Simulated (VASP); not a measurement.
Al, 1 atom in the cell. It takes space group Fm-3m (No. 225, cubic). The conventional cell has a = 4.020 Å, b = 4.020 Å, c = 4.020 Å, α = 90.00°, β = 90.00°, γ = 90.00°. Al (site symmetry m-3m) is surrounded by 12 Al at 2.84 Å. The cell was built by a generator and needn't be a form met in nature.

```yaml
Program: VASP 6.6.1
Task: relaxation of cell and atoms
Functional: PBE
Dispersion: D3(BJ)
Potentials_or_basis: VASP PAW PBE potentials, release 64 (Al)
Cutoff: 600 eV
k_mesh: 18 × 18 × 18
Occupations: methfessel-paxton, width 0.1 eV
Spin: no spin polarisation
Further_INCAR_settings: ALGO = Normal; EDIFF = 1e-06; IBRION = 2; EDIFFG = -0.005; NSW = 60; ISIF = 3
```

Potentials or basis: VASP PAW PBE potentials, release 64 (Al).

Run with:

```sh
$ cat potpaw_PBE.64/Al/POTCAR > POTCAR
$ mpirun -np 1 vasp_std > vasp.out
```

Hardware: 1 thread of AMD EPYC 7R43 64-Core Processor (Zen 3) (shared host).

**Question.** Estimate the wall time of this run.

**Answer.** Run time: 39 s on 1 thread of AMD EPYC 7R43 64-Core Processor (Zen 3), with other jobs on the host, peak memory 0.12 GiB. Counts: scf iterations 19, k points 195, ion steps 3.
